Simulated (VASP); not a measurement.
Write the native input for VASP 6.6.1 that does the following.

| Item | Value |
| --- | --- |
| Task | relaxation of cell and atoms |
| Functional | PBE |
| Potentials or basis | VASP PAW PBE potentials, release 64 (Sb, Te, O) |
| Cutoff | 520 eV |
| k mesh | 3 × 3 × 2 |
| Occupations | gaussian, width 0.15 eV |
| Spin | no spin polarisation |
| Further INCAR settings | PREC = Normal; ALGO = Fast; EDIFF = 0.0001; IBRION = 2; EDIFFG = -0.08; NSW = 24; ISIF = 3 |

The structure of Sb2Te4O lies in POSCAR:

```
Sb2Te4O
1.0
    5.0514163000      0.0000000000      0.0000000000
   -2.5257081500      4.3746548400      0.0000000000
    0.0000000000      0.0000000000      9.9309645300
Sb Te O
2 4 1
Direct
    0.0000000000      0.0000000000      0.2214615000
    0.0000000000      0.0000000000      0.7785385000
    0.5000000000      0.0000000000      0.0000000000
    0.0000000000      0.5000000000      0.0000000000
    0.5000000000      0.5000000000      0.0000000000
    0.0000000000      0.0000000000      0.5000000000
    0.0000000000      0.0000000000      0.0000000000
```

The cell was built by a generator and needn't be a form met in nature.

These files were run (other wordings do the same):

INCAR

```
PREC = Normal
ENCUT = 520
EDIFF = 1E-4
ISMEAR = 0
SIGMA = 0.15
LREAL = F
LASPH = T
NELM = 60
ALGO = Fast
ISIF = 3
LWAVE = F
LCHARG = F
GGA = PE
IBRION = 2
NSW = 24
EDIFFG = -0.08
KPAR = 2
```

KPOINTS

```
regular mesh
0
Gamma
  3 3 2
```

Potentials or basis: VASP PAW PBE potentials, release 64 (Sb, Te, O).

The run is started by

```console
$ cat potpaw_PBE.64/Sb/POTCAR potpaw_PBE.64/Te/POTCAR potpaw_PBE.64/O/POTCAR > POTCAR
$ mpirun -np 2 vasp_std > vasp.out
```

It gave:

```
Relaxed volume                         : 45.10 Å³/atom
Relaxed cell                           : a = 6.108 Å, b = 6.108 Å, c = 9.772 Å, α = 90.00°, β = 90.00°, γ = 120.00°
Space group after relaxing (to 0.05 Å) : P6/mmm (No. 191)
Energy gained by relaxing              : 928.6 meV/atom
Ionic steps                            : 13
Pressure after relaxing                : -0.1 GPa
Largest force after relaxing           : 0.074 eV/Å
Band gap on the k mesh                 : none (metal or under the smearing width)
```

Caveat: the k mesh is coarse (spacing up to 0.48 Å⁻¹), so the values aren't converged; the volume moved by over 15 % at a fixed basis, so the end points are rough.

It took 2.2 min on 2 MPI ranks on Intel(R) Xeon(R) Platinum 8375C CPU @ 2.90GHz (Ice Lake) (shared host), peak memory 0.23 GiB a rank.
